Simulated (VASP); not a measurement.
Computed with PBEsol GGA, VASP's PBE PAW potentials (set 64) (plane waves; VASP).

VASP input:

**INCAR**
```
# general
SYSTEM   =  CdS(100) slab
PREC     =  Normal
ENCUT    =  400
LREAL    =  .FALSE.
LASPH    =  .TRUE.

# electronic loop
EDIFF    =  1E-5
NELM     =  100
NELMIN   =  4
ALGO     =  Normal
LMAXMIX  =  4

# smearing
ISMEAR   =  0
SIGMA    =  0.05

# functional
GGA      =  PS

# ions
IBRION   =  2
NSW      =  50
ISIF     =  2
EDIFFG   =  -0.03

# output
LWAVE    =  .TRUE.
LCHARG   =  .FALSE.

# other
LDIPOL   =  .TRUE.
IDIPOL   =  3
DIPOL    =  0.5 0.5 0.5
```

KPOINTS:
```
Automatic mesh
0
Gamma
3 5 1
0 0 0
```

POSCAR:
```
CdS(100) slab
1
    6.7166299026     0.0000000000     0.0000000000
    0.0000000000     4.1337626595     0.0000000000
    0.0000000000     0.0000000000    25.7172308552
Cd S
6 6
Direct
  0.0000000000   0.0000000000   0.6624050000
  0.5000000000   0.5000000000   0.6160030000
  0.0000000000   0.5000000000   0.5232010000
  0.5000000000   0.0000000000   0.4767990000
  0.0000000000   0.0000000000   0.3839970000
  0.5000000000   0.5000000000   0.3375950000
  0.3770000000   0.0000000000   0.6624050000
  0.8770000000   0.5000000000   0.6160030000
  0.3770000000   0.5000000000   0.5232010000
  0.8770000000   0.0000000000   0.4767990000
  0.3770000000   0.0000000000   0.3839970000
  0.8770000000   0.5000000000   0.3375950000
```

POTCAR, in this order: Cd S (PBE.64 set). Program: vasp_std.

### Question
Estimate the energy per atom (σ→0), band gap (on the k-mesh).

### Answer

| Property | Value |
|---|---|
| energy per atom (σ→0) | -3.295 eV/atom |
| band gap (on the k-mesh) | 1.44 eV |

OSZICAR:
```
...
  21 F= -.39539799E+02 E0= -.39539799E+02  d E =-.896943E-03
       N       E                     dE             d eps       ncg     rms          rms(c)
DAV:   1    -0.395384043707E+02    0.13909E-02   -0.16056E+00   768   0.485E+00    0.350E-01
DAV:   2    -0.395406186280E+02   -0.22143E-02   -0.25197E-02   888   0.582E-01    0.145E-01
DAV:   3    -0.395405476346E+02    0.70993E-04   -0.38336E-04   904   0.831E-02    0.112E-01
DAV:   4    -0.395405008188E+02    0.46816E-04   -0.20472E-04   864   0.484E-02    0.498E-02
DAV:   5    -0.395405059913E+02   -0.51725E-05   -0.42407E-05   728   0.236E-02
  22 F= -.39540506E+02 E0= -.39540506E+02  d E =-.707355E-03
```

The cell is a thin slab with vacuum, built from CdS (wurtzite): (100) face.
